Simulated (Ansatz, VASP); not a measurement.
# SiC in two plane-wave programs, part 3 of 3

One calculation is typed for both programs; each brings its own data sets. How far apart do they land? The cell is taken from a series of runs on this material, whose earlier steps may have relaxed, scaled, displaced or heated it; both programs get it as it stands.

VASP 6.6.1 and Ansatz 0.2.0.

So far: The starting structure; Ansatz: zone-centre phonons, LDA; VASP: zone-centre phonons, LDA.

## Step 3: VASP: zone-centre phonons, LDA (continued)

Level of this step: LDA; plane waves and PAW (C, Si) (VASP).

Numbers of over 12 decimals in the logs are rounded to 6 here.

From OUTCAR (step 3):

```text
ion  position               nearest neighbor table
   1  0.667  0.333  0.751-   7 1.88   7 1.88   7 1.88   5 1.94
   2  0.333  0.667  0.251-   8 1.88   8 1.88   8 1.88   6 1.94
   3  1.000  0.000  0.501-   6 1.88   6 1.88   6 1.88   7 1.93
   4  0.000  1.000  0.001-   5 1.88   5 1.88   5 1.88   8 1.93
   5  0.667  0.333  0.937-   4 1.88   4 1.88   4 1.88   1 1.94   8 3.14   8 3.14   8 3.14   7 3.14
                             7 3.14   7 3.14
   6  0.333  0.667  0.437-   3 1.88   3 1.88   3 1.88   2 1.94   7 3.14   7 3.14   7 3.14   8 3.14
                             8 3.14   8 3.14
   7  1.000  0.000  0.687-   1 1.88   1 1.88   1 1.88   3 1.93   6 3.14   6 3.14   6 3.14   5 3.14
                             5 3.14   5 3.14
   8  0.000  1.000  0.187-   2 1.88   2 1.88   2 1.88   4 1.93   5 3.14   5 3.14   5 3.14   6 3.14
                             6 3.14   6 3.14

  LATTYP: Found a hexagonal cell.
 ALAT       =     3.0489845477
 C/A-ratio  =     3.4151293736

 Subroutine GETGRP returns: Found 12 space group operations
 (whereof  6 operations were pure point group operations)

The static configuration has the point symmetry C_3v.
 The point group associated with its full space group is C_6v.

 Found     36 irreducible k-points:

   k-points           NKPTS =     36   k-points in BZ     NKDIM =     36   number of bands    NBANDS=     24

   dimension x,y,z NGX =    24 NGY =   24 NGZ =   84
   dimension x,y,z NGXF=    48 NGYF=   48 NGZF=  168

   ENCUT  =  600.0 eV  44.10 Ry    6.64 a.u.   6.09  6.09 20.80*2*pi/ulx,y,z

   NELECT =      32.0000    total number of electrons

 k-points in reciprocal lattice and weights: Automatic mesh
   0.00000000  0.00000000  0.00000000       0.003
   0.11111111 -0.00000000  0.00000000       0.019
   0.22222222 -0.00000000  0.00000000       0.019
   0.33333333 -0.00000000  0.00000000       0.019
   0.44444444 -0.00000000  0.00000000       0.019
   0.11111111  0.11111111  0.00000000       0.019
   0.22222222  0.11111111  0.00000000       0.037
   0.33333333  0.11111111  0.00000000       0.037
   0.44444444  0.11111111  0.00000000       0.019
[...]
0.33333333  0.22222222  0.50000000       0.037
   0.33333333  0.33333333  0.50000000       0.006

 average (electrostatic) potential at core
       1 -49.2023       2 -49.2023       3 -49.2437       4 -49.2437       5 -82.1308
       6 -82.1308       7 -82.0943       8 -82.0943

   1 f  =   25.814304 THz   162.196055 2PiTHz  861.072493 cm-1   106.759335 meV
             X         Y         Z           dx          dy          dz
      1.524492  0.880166  7.816402    -0.000000    0.000000    0.158276
      0.000000  1.760332  2.610063    -0.000000   -0.000000   -0.158276
      3.048985  0.000000  5.218822    -0.000000   -0.000000    0.591554
     -1.524492  2.640498  0.012483    -0.000000   -0.000000   -0.591554
      1.524492  0.880166  9.758000     0.000000    0.000000    0.236747
     -0.000000  1.760332  4.551661     0.000000    0.000000   -0.236747
      3.048985  0.000000  7.153625     0.000000   -0.000000   -0.262609
     -1.524492  2.640498  1.947286     0.000000    0.000000    0.262609

   2 f  =   25.587070 THz   160.768303 2PiTHz  853.492788 cm-1   105.819572 meV
             X         Y         Z           dx          dy          dz
      1.524492  0.880166  7.816402    -0.000000    0.000000   -0.588936
      0.000000  1.760332  2.610063     0.000000    0.000000    0.588936
      3.048985  0.000000  5.218822    -0.000000   -0.000000    0.160168
     -1.524492  2.640498  0.012483    -0.000000    0.000000   -0.160168
      1.524492  0.880166  9.758000     0.000000   -0.000000    0.262286
     -0.000000  1.760332  4.551661     0.000000    0.000000   -0.262286
      3.048985  0.000000  7.153625     0.000000   -0.000000    0.242296
     -1.524492  2.640498  1.947286    -0.000000   -0.000000   -0.242296

   3 f  =   23.616040 THz   148.383958 2PiTHz  787.746315 cm-1    97.668051 meV
             X         Y         Z           dx          dy          dz
      1.524492  0.880166  7.816402     0.165189   -0.374190    0.000000
      0.000000  1.760332  2.610063     0.165189   -0.374190    0.000000
      3.048985  0.000000  5.218822     0.172727   -0.391266   -0.000000
     -1.524492  2.640498  0.012483     0.172727   -0.391266   -0.000000
      1.524492  0.880166  9.758000    -0.112320    0.254431    0.000000
     -0.000000  1.760332  4.551661    -0.112320    0.254431    0.000000
      3.048985  0.000000  7.153625    -0.108681    0.246188   -0.000000
     -1.524492  2.640498  1.947286    -0.108681    0.246188   -0.000000

   4 f  =   23.616040 THz   148.383958 2PiTHz  787.746315 cm-1    97.668051 meV
             X         Y         Z           dx          dy          dz
      1.524492  0.880166  7.816402     0.374190    0.165189   -0.000000
      0.000000  1.760332  2.610063     0.374190    0.165189   -0.000000
      3.048985  0.000000  5.218822     0.391266    0.172727    0.000000
     -1.524492  2.640498  0.012483     0.391266    0.172727    0.000000
      1.524492  0.880166  9.758000    -0.254431   -0.112320   -0.000000
     -0.000000  1.760332  4.551661    -0.254431   -0.112320   -0.000000
      3.048985  0.000000  7.153625    -0.246188   -0.108681    0.000000
     -1.524492  2.640498  1.947286    -0.246188   -0.108681    0.000000

   5 f  =   23.505443 THz   147.689055 2PiTHz  784.057186 cm-1    97.210658 meV
             X         Y         Z           dx          dy          dz
      1.524492  0.880166  7.816402    -0.000000   -0.000000   -0.468065
      0.000000  1.760332  2.610063    -0.000000   -0.000000   -0.468065
      3.048985  0.000000  5.218822    -0.000000   -0.000000    0.508435
     -1.524492  2.640498  0.012483    -0.000000   -0.000000    0.508435
      1.524492  0.880166  9.758000     0.000000    0.000000   -0.118244
     -0.000000  1.760332  4.551661     0.000000    0.000000   -0.118244
      3.048985  0.000000  7.153625     0.000000    0.000000    0.091804
     -1.524492  2.640498  1.947286     0.000000    0.000000    0.091804

   6 f  =   23.127638 THz   145.315237 2PiTHz  771.454976 cm-1    95.648184 meV
             X         Y         Z           dx          dy          dz
      1.524492  0.880166  7.816402    -0.182425    0.413224    0.000000
      0.000000  1.760332  2.610063     0.182425   -0.413224    0.000000
      3.048985  0.000000  5.218822     0.161120   -0.364964   -0.000000
     -1.524492  2.640498  0.012483    -0.161120    0.364964    0.000000
      1.524492  0.880166  9.758000     0.112965   -0.255885   -0.000000
     -0.000000  1.760332  4.551661    -0.112965    0.255885   -0.000000
      3.048985  0.000000  7.153625     0.097740   -0.221399    0.000000
     -1.524492  2.640498  1.947286    -0.097740    0.221399   -0.000000

   7 f  =   23.127638 THz   145.315237 2PiTHz  771.454976 cm-1    95.648184 meV
             X         Y         Z           dx          dy          dz
      1.524492  0.880166  7.816402    -0.413224   -0.182425   -0.000000
      0.000000  1.760332  2.610063     0.413224    0.182425   -0.000000
      3.048985  0.000000  5.218822     0.364964    0.161120    0.000000
     -1.524492  2.640498  0.012483    -0.364964   -0.161120    0.000000
      1.524492  0.880166  9.758000     0.255885    0.112965   -0.000000
     -0.000000  1.760332  4.551661    -0.255885   -0.112965   -0.000000
      3.048985  0.000000  7.153625     0.221399    0.097740    0.000000
     -1.524492  2.640498  1.947286    -0.221399   -0.097740    0.000000

   8 f  =   22.948929 THz   144.192374 2PiTHz  765.493877 cm-1    94.909102 meV
             X         Y         Z           dx          dy          dz
      1.524492  0.880166  7.816402    -0.160087    0.362629   -0.000000
      0.000000  1.760332  2.610063     0.160087   -0.362629   -0.000000
      3.048985  0.000000  5.218822    -0.181920    0.412087   -0.000000
     -1.524492  2.640498  0.012483     0.181920   -0.412087    0.000000
      1.524492  0.880166  9.758000    -0.098315    0.222704   -0.000000
     -0.000000  1.760332  4.551661     0.098315   -0.222704   -0.000000
      3.048985  0.000000  7.153625     0.114726   -0.259878    0.000000
     -1.524492  2.640498  1.947286    -0.114726    0.259878   -0.000000

   9 f  =   22.948929 THz   144.192374 2PiTHz  765.493877 cm-1    94.909102 meV
             X         Y         Z           dx          dy          dz
      1.524492  0.880166  7.816402    -0.362629   -0.160087   -0.000000
      0.000000  1.760332  2.610063     0.362629    0.160087   -0.000000
      3.048985  0.000000  5.218822    -0.412087   -0.181920    0.000000
     -1.524492  2.640498  0.012483     0.412087    0.181920    0.000000
      1.524492  0.880166  9.758000    -0.222704   -0.098315   -0.000000
     -0.000000  1.760332  4.551661     0.222704    0.098315   -0.000000
      3.048985  0.000000  7.153625     0.259878    0.114726    0.000000
     -1.524492  2.640498  1.947286    -0.259878   -0.114726    0.000000

  10 f  =   22.575061 THz   141.843294 2PiTHz  753.022991 cm-1    93.362910 meV
             X         Y         Z           dx          dy          dz
      1.524492  0.880166  7.816402    -0.177412    0.401874    0.000000
      0.000000  1.760332  2.610063    -0.177412    0.401874    0.000000
      3.048985  0.000000  5.218822     0.170431   -0.386061   -0.000000
     -1.524492  2.640498  0.012483     0.170431   -0.386061   -0.000000
      1.524492  0.880166  9.758000    -0.100232    0.227046    0.000000
     -0.000000  1.760332  4.551661    -0.100232    0.227046   -0.000000
      3.048985  0.000000  7.153625     0.104799   -0.237390   -0.000000
     -1.524492  2.640498  1.947286     0.104799   -0.237390   -0.000000

  11 f  =   22.575061 THz   141.843294 2PiTHz  753.022991 cm-1    93.362910 meV
             X         Y         Z           dx          dy          dz
      1.524492  0.880166  7.816402    -0.401874   -0.177412   -0.000000
      0.000000  1.760332  2.610063    -0.401874   -0.177412   -0.000000
      3.048985  0.000000  5.218822     0.386061    0.170431    0.000000
     -1.524492  2.640498  0.012483     0.386061    0.170431    0.000000
    [... 145 further lines ...]
      3.048985  0.000000  7.153625     0.000000   -0.000000   -0.418444
     -1.524492  2.640498  1.947286     0.000000   -0.000000   -0.418444

 MACROSCOPIC STATIC DIELECTRIC TENSOR IONIC CONTRIBUTION
 ------------------------------------------------------
           3.183455    -0.000000    -0.000000
          -0.000000     3.183455    -0.000000
          -0.000000    -0.000000     4.102954
 ------------------------------------------------------

 ELASTIC MODULI CONTR FROM IONIC RELAXATION (kBar)
 Direction    XX          YY          ZZ          XY          YZ          ZX
 --------------------------------------------------------------------------------
 XX        -412.8474    215.3602     70.5961      0.0000     -0.0000     -0.0000
 YY         215.3602   -412.8474     70.5961      0.0000     -0.0000      0.0000
 ZZ          70.5961     70.5961    -51.1721     -0.0000     -0.0000     -0.0000
 XY           0.0000      0.0000     -0.0000   -314.1038     -0.0000      0.0000
 YZ          -0.0000      0.0000     -0.0000     -0.0000   -107.8657      0.0000
 ZX          -0.0000      0.0000     -0.0000      0.0000      0.0000   -115.7217
 --------------------------------------------------------------------------------

 PIEZOELECTRIC TENSOR IONIC CONTR  for field in x, y, z        (C/m^2)
          XX          YY          ZZ          XY          YZ          ZX
  --------------------------------------------------------------------------------
  x     0.00000    -0.00000     0.00000    -0.00000    -0.00000     0.57023
  y    -0.00000    -0.00000    -0.00000    -0.00000     0.55036    -0.00000
  z     0.59809     0.59809    -0.42812    -0.00000    -0.00000    -0.00000
```

The gap is read on the k-mesh alone, so it is an upper bound where the band edges lie off the mesh. Energies printed during the response cycles are not total energies of the cell.

## Step 4: Side by side

Known differences besides the potentials themselves: the two LDA forms differ slightly; fixed occupations in Ansatz, narrow Gaussian smearing in VASP; VASP's response is taken on the typed mesh, Ansatz refines its own for the field response alone; the cutoff is 420 eV in Ansatz and 600 eV in VASP; VASP's log shows a relativistic correction to its local exchange, Ansatz's none. Total energies have different zeros and are not compared.

Both answers:

```csv
quantity,Ansatz,VASP,difference
ε∞ xx,6.97,7.05,-1.06 %
ε∞ yy,6.97,7.05,-1.06 %
ε∞ zz,7.64,7.65,-0.13 %
Born charge of C1 (mean of the diagonal) (e),-2.71,-2.70,-0.01
Born charge of Si5 (mean of the diagonal) (e),2.67,2.66,+0.01
optical mode 1 to 2 (cm⁻¹),190.6,190.6,+0.03 %
optical mode 3 to 4 (cm⁻¹),196.0,196.0,+0.01 %
optical mode 5 to 6 (cm⁻¹),259.1,259.1,-0.01 %
optical mode 7 (cm⁻¹),366.3,367.0,-0.18 %
optical mode 8 (cm⁻¹),372.1,373.1,-0.25 %
optical mode 9 (cm⁻¹),561.0,560.8,+0.05 %
optical mode 10 (cm⁻¹),721.5,722.1,-0.07 %
optical mode 11 to 12 (cm⁻¹),752.5,753.0,-0.07 %
optical mode 13 to 14 (cm⁻¹),765.4,765.5,-0.02 %
optical mode 15 to 16 (cm⁻¹),771.4,771.5,-0.01 %
optical mode 17 (cm⁻¹),783.6,784.1,-0.06 %
optical mode 18 to 19 (cm⁻¹),787.2,787.7,-0.06 %
optical mode 20 (cm⁻¹),853.0,853.5,-0.06 %
optical mode 21 (cm⁻¹),861.3,861.1,+0.03 %
```

Modes are paired by rising frequency, not by their patterns, so a pair may set unlike modes beside each other; they are those without the splitting of longitudinal modes.

## Step 5: Summary of results

```yaml
r_m_s_difference_of_the_optical_zone_centre_modes_each_program_s_sorted_by_frequency_zone_centre_phonons_lda: 0.39 cm⁻¹
difference_in_eps_infinity_xx_zone_centre_phonons_lda: -1.1 %
```

What this shows: The r.m.s. difference of the optical zone-centre modes, each program's sorted by frequency is 0.39 cm⁻¹ (zone-centre phonons, LDA). Among the rows given in per cent, the largest difference of the zone-centre phonons, LDA pair is in ε∞ xx, -1.1 %. How closely two codes agree says nothing of how well the functional describes the real material.

[Lines on the potential files, build, host, timing and source positions are cut from VASP's logs without a mark.]

[Logs are printed without paths, hosts, clocks, repeated set-up lines and the standing remarks that a program may print on its own settings, such as how far it seeks lower states.]

[Hosts, paths, dates, database ids (printed as entryN), source tags and the programs' standing remarks are cut or masked in the printed files.]
